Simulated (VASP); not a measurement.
# MnPtS3 (Pm-3m) in VASP: reference runs

How does MnPtS3 come out in PBE? The cell is run as given.

All numbers are computed with VASP 6.6.1; they aren't measurements. Logs are shortened: lines on timing, memory, paths and dates and some standing lists are left out, and cuts for length are marked.

### 1 The crystal as given

Symmetry: Pm-3m, No. 221, cubic system. Conventional cell: a = 4.717 Å, b = 4.717 Å, c = 4.717 Å, α = 90.00°, β = 90.00°, γ = 90.00°. Mn (site symmetry m-3m) is surrounded by 12 S at 3.34 Å. Pt (site symmetry m-3m) is surrounded by 6 S at 2.36 Å. Around S (site symmetry 4/mmm) lie 2 Pt at 2.36 Å.

The cell was built by a generator and needn't be a form met in nature.

### 2 Single point, PBE, collinear spin, ferromagnetic start

INCAR

```
PREC = Accurate
ENCUT = 520
EDIFF = 1E-7
ISMEAR = -1
SIGMA = 0.05
LREAL = False
LASPH = True
NELM = 150
ALGO = Normal
ISIF = 2
LWAVE = False
LCHARG = False
ISPIN = 2
MAGMOM = 4 0 0 0 0
LORBIT = 11
LMAXMIX = 4
GGA = PE
NBANDS = 32
```

KPOINTS

```
regular mesh
0
Gamma
  6 6 6
```

POSCAR

```
MnPtS3
1.0
    4.7171500000      0.0000000000      0.0000000000
    0.0000000000      4.7171500000      0.0000000000
    0.0000000000      0.0000000000      4.7171500000
Mn Pt S
1 1 3
Direct
    0.0000000000      0.0000000000      0.0000000000
    0.5000000000      0.5000000000      0.5000000000
    0.0000000000      0.5000000000      0.5000000000
    0.5000000000      0.0000000000      0.5000000000
    0.5000000000      0.5000000000      0.0000000000
```

Potentials or basis: VASP PAW PBE potentials, release 64 (Mn_pv, Pt, S).

Run with:

```sh
$ cat potpaw_PBE.64/Mn_pv/POTCAR potpaw_PBE.64/Pt/POTCAR potpaw_PBE.64/S/POTCAR > POTCAR
$ mpirun -np 1 vasp_std > vasp.out
```

OUTCAR:

```text
PREC = Accurate
   ENCUT = 520
   EDIFF = 1E-7
   ISMEAR = -1
   LREAL = False
   LASPH = True
   NELM = 150
   ISIF = 2
   ISPIN = 2
   LORBIT = 11
   GGA = PE

 ion  position               nearest neighbor table
   1  0.000  0.000  0.000-
   2  0.500  0.500  0.500-   3 2.36   4 2.36   5 2.36   5 2.36   4 2.36   3 2.36
   3  0.000  0.500  0.500-   2 2.36   2 2.36
   4  0.500  0.000  0.500-   2 2.36   2 2.36
   5  0.500  0.500  0.000-   2 2.36   2 2.36

  LATTYP: Found a simple cubic cell.
 ALAT       =     4.7171500000

  Lattice vectors:

 A1 = (   4.7171500000,   0.0000000000,   0.0000000000)
 A2 = (   0.0000000000,   4.7171500000,   0.0000000000)
 A3 = (   0.0000000000,   0.0000000000,   4.7171500000)

Analysis of symmetry for initial positions (statically):
=====================================================================
 Subroutine PRICEL returns:
 Original cell was already a primitive cell.

 Routine SETGRP: Setting up the symmetry group for a
 simple cubic supercell.

 Subroutine GETGRP returns: Found 48 space group operations
 (whereof 48 operations were pure point group operations)
 out of a pool of 48 trial point group operations.

The static configuration has the point symmetry O_h .

Analysis of symmetry for dynamics (positions and initial velocities):
=====================================================================
 Subroutine PRICEL returns:
 Original cell was already a primitive cell.

 Routine SETGRP: Setting up the symmetry group for a
 simple cubic supercell.

 Subroutine GETGRP returns: Found 48 space group operations
 (whereof 48 operations were pure point group operations)
 out of a pool of 48 trial point group operations.

The dynamic configuration has the point symmetry O_h .

Analysis of structural, dynamic, and magnetic symmetry:
=====================================================================
 Subroutine PRICEL returns:
 Original cell was already a primitive cell.

 Routine SETGRP: Setting up the symmetry group for a
 simple cubic supercell.

 Subroutine GETGRP returns: Found 48 space group operations
 (whereof 48 operations were pure point group operations)
 out of a pool of 48 trial point group operations.

The overall configuration has the point symmetry O_h .

[... 124 lines left out ...]
   GGA     = PE    functional components
   LHFCALC =     F    Hartree Fock is set to
   AEXX    =    0.0000 exact exchange contribution
   IVDW    =     0    specifies the selected vdW correction
   LEPSILON=     F    determine dielectric tensor
   LRPA    =     F    only Hartree local field effects (RPA)
 spin polarized calculation
  energy-cutoff  :      520.00
  volume of cell :      104.96
 maximum number of plane-waves:      2872
 NGX is ok and might be reduce to    36
   NGX = 17   NGY = 17   NGZ = 17

 number of electron      40.9999985 magnetization       4.3057637

 Free energy of the ion-electron system (eV)
  ---------------------------------------------------
  ext. energy  EPLUGINS =         0.00000000
  ---------------------------------------------------
  free energy    TOTEN  =       -24.78688113 eV

  energy without entropy =      -24.74850231  energy(sigma->0) =      -24.76769172

 E-fermi :   4.7215     XC(G=0):  -9.9561

 val. band max:        4.7119469900   @ k =   0.1667   0.0000   0.0000
 cond. band min:       4.7457767886   @ k =   0.3333   0.3333   0.3333
 fundamental gap:      0.0338297986
 Fermi energy:         4.7215239964

 spin component 1

 k-point     1 :       0.0000    0.0000    0.0000
  band No.  band energies     occupation
      1     -46.2599      1.00000
      2     -46.2599      1.00000
      3     -46.2599      1.00000
      4      -9.1496      1.00000
      5      -7.4060      1.00000
      6      -7.4060      1.00000
[... 689 lines left out ...]
     31      12.3979      0.00000
     32      12.3979      0.00000
 Fermi energy:         4.7215239964

 spin component 2

 k-point     1 :       0.0000    0.0000    0.0000
  band No.  band energies     occupation
      1     -41.4750      1.00000
      2     -41.4750      1.00000
      3     -41.4750      1.00000
      4      -9.2484      1.00000
      5      -7.5234      1.00000
      6      -7.5234      1.00000
[... 689 lines left out ...]
     31      13.3984      0.00000
     32      13.3984      0.00000

------------------------ aborting loop because EDIFF is reached ----------------------------------------

  FORCE on cell =-STRESS in cart. coord.  units (eV):
  Direction    XX          YY          ZZ          XY          YZ          ZX
  --------------------------------------------------------------------------------------
  -------------------------------------------------------------------------------------
  Total       -0.1208534     -0.1208534     -0.1208534      0.0000000     -0.0000000     -0.0000000
  in kB       -1.8447198     -1.8447198     -1.8447198      0.0000000     -0.0000000     -0.0000000
  external PRESSURE =      -1.8447198 kB  Pullay stress =       0.0000000 kB

 VOLUME and BASIS-vectors are now :
 -----------------------------------------------------------------------------
  energy-cutoff  :      520.00
  volume of cell :      104.96
      direct lattice vectors                 reciprocal lattice vectors
     4.717150000  0.000000000  0.000000000     0.211992411  0.000000000  0.000000000
     0.000000000  4.717150000  0.000000000     0.000000000  0.211992411  0.000000000
     0.000000000  0.000000000  4.717150000     0.000000000  0.000000000  0.211992411

 POSITION                                       TOTAL-FORCE (eV/Angst)
 -----------------------------------------------------------------------------------
      0.00000      0.00000      0.00000         0.000000      0.000000      0.000000
      2.35858      2.35858      2.35858         0.000000      0.000000      0.000000
      0.00000      2.35858      2.35858         0.000000      0.000000      0.000000
      2.35858      0.00000      2.35858         0.000000      0.000000      0.000000
      2.35858      2.35858      0.00000         0.000000      0.000000      0.000000
 -----------------------------------------------------------------------------------
    total drift:                                0.000000      0.000000      0.000000

  FREE ENERGIE OF THE ION-ELECTRON SYSTEM (eV)
  ---------------------------------------------------
  free  energy   TOTEN  =       -24.7868811297 eV

  energy  without entropy=      -24.7485023070  energy(sigma->0) =      -24.76769172

 total charge

# of ion       s       p       d       tot
------------------------------------------
    1        0.165   6.037   4.870  11.072
    2        0.655   0.646   8.155   9.456
    3        1.366   2.270   0.000   3.636
    4        1.366   2.270   0.000   3.636
    5        1.366   2.270   0.000   3.636
--------------------------------------------------
tot          4.919  13.491  13.025  31.436

 magnetization (x)

# of ion       s       p       d       tot
------------------------------------------
    1        0.068   0.015   4.405   4.487
    2       -0.003   0.006  -0.097  -0.093
    3        0.000  -0.092   0.000  -0.092
    4        0.000  -0.092   0.000  -0.092
    5        0.000  -0.092   0.000  -0.092
--------------------------------------------------
tot          0.066  -0.256   4.308   4.119
```

OSZICAR:

```text
N       E                     dE             d eps       ncg     rms          rms(c)
DAV:   1     0.293509082803E+03    0.29351E+03   -0.20071E+04  2832   0.120E+03
[... 12 lines left out ...]
DAV:  14    -0.247869317239E+02    0.14510E-02   -0.48992E-03  2968   0.396E-01    0.125E-01
DAV:  15    -0.247868952923E+02    0.36432E-04   -0.18592E-03  3144   0.243E-01    0.582E-02
DAV:  16    -0.247868889032E+02    0.63891E-05   -0.14800E-04  2832   0.879E-02    0.346E-02
DAV:  17    -0.247868844462E+02    0.44571E-05   -0.78660E-06  3232   0.173E-02    0.198E-02
DAV:  18    -0.247868810546E+02    0.33916E-05   -0.11510E-05  2928   0.193E-02    0.709E-03
DAV:  19    -0.247868811322E+02   -0.77634E-07   -0.47092E-06  3216   0.125E-02    0.242E-03
DAV:  20    -0.247868811297E+02    0.25293E-08   -0.56651E-07  2496   0.514E-03
   1 F= -.24786881E+02 E0= -.24767692E+02  d E =-.383788E-01  mag=     4.3059
```

Run time: 67 s. Hardware: 1 thread of Intel Xeon 6975P-C (Granite Rapids), shared host; peak memory 0.3 GiB.

Results:

```
Free energy                                           : -24.7869 eV
Pressure                                              : -0.2 GPa
Band gap on the k mesh                                : none (metal or under the smearing width)
Net moment                                            : 4.31 μB per cell
Site moments                                          : Mn +4.49; Pt -0.09; S -0.09 μB
Valence electrons inside the program's atomic spheres : Mn 11.07; Pt 9.46; S 3.64
```

Levels at points of the mesh, in eV from the Fermi level:
Spin up:
| k point | band 21 | band 22 | band 23 | band 24 | band 25 | band 26 |
| --- | --- | --- | --- | --- | --- | --- |
| (0.00, 0.00, 0.00) | -0.98 | -0.98 | -0.68 | -0.61 | -0.61 | -0.61 |
| (0.50, 0.00, 0.00) | -0.48 | -0.48 | -0.09 | -0.09 | 0.08 | 2.39 |
| (0.50, 0.50, 0.00) | -0.98 | 0.22 | 0.22 | 0.51 | 2.40 | 4.13 |
| (0.50, 0.50, 0.50) | -0.50 | 0.47 | 0.47 | 0.47 | 5.07 | 5.07 |
Spin down:
```
           k point  band 16  band 17  band 18  band 19  band 20  band 21
(0.00, 0.00, 0.00)    -1.17    -1.17    -0.68    -0.68    -0.68     0.39
(0.50, 0.00, 0.00)    -0.95    -0.95    -0.21    -0.21     0.03     1.04
(0.50, 0.50, 0.00)    -1.09    -0.39    -0.39     0.05     1.17     1.19
(0.50, 0.50, 0.50)     0.26     0.26     0.26     0.86     1.11     1.11
```

Caveat: a cell with one magnetic atom can't hold antiferromagnetic order, which such compounds often take; semilocal functionals often make such compounds metallic where correlation or magnetic order opens a gap, which also shifts bond lengths.
